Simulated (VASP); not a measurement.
Given:

```
NiSi2
1.0
    0.00000     2.69814     2.69814
    2.69814     0.00000     2.69814
    2.69814     2.69814     0.00000
Si Ni
2 1
Direct
  0.25000   0.25000   0.25000
  0.75000   0.75000   0.75000
  0.00000   0.00000   0.00000
```

The numbers are results of PBEsol GGA, VASP's PBE PAW potentials (set 64) (plane waves; VASP 6.6.1), not measurements. Run with 530 eV cut-off, 9×9×9 Γ-centred mesh, first-order Methfessel-Paxton smearing of 0.10 eV, potentials Si Ni.

Finite-difference elastic constants of metals are sensitive to mesh and smearing; shear constants can be off by tens of GPa.

Problem. Give the elastic stiffness tensor with the ions relaxed (GPa, in the frame of the cell).

Solution. 
|  | xx | yy | zz | yz | xz | xy |
|---|---|---|---|---|---|---|
| xx | 196 | 133 | 133 | 0.0 | 0.0 | 0.0 |
| yy | 133 | 196 | 133 | 0.0 | 0.0 | 0.0 |
| zz | 133 | 133 | 196 | 0.0 | 0.0 | 0.0 |
| yz | 0.0 | 0.0 | 0.0 | 70.1 | 0.0 | 0.0 |
| xz | 0.0 | 0.0 | 0.0 | 0.0 | 70.1 | 0.0 |
| xy | 0.0 | 0.0 | 0.0 | 0.0 | 0.0 | 70.1 |

Problem. What does the run give for the Hill bulk modulus, Hill shear modulus, Young's modulus, Poisson's ratio?

Solution. 
```json
{
  "hill_bulk_modulus": "154 GPa",
  "hill_shear_modulus": "50.9 GPa",
  "Young's modulus": "138 GPa",
  "Poisson's ratio": "0.351"
}
```

The structure comes from a measured Si2Ni entry (Fm-3m) of the Crystallography Open Database, whose conditions weren't checked. It was relaxed first. The run is not spin-polarised, so no magnetic state was tried.
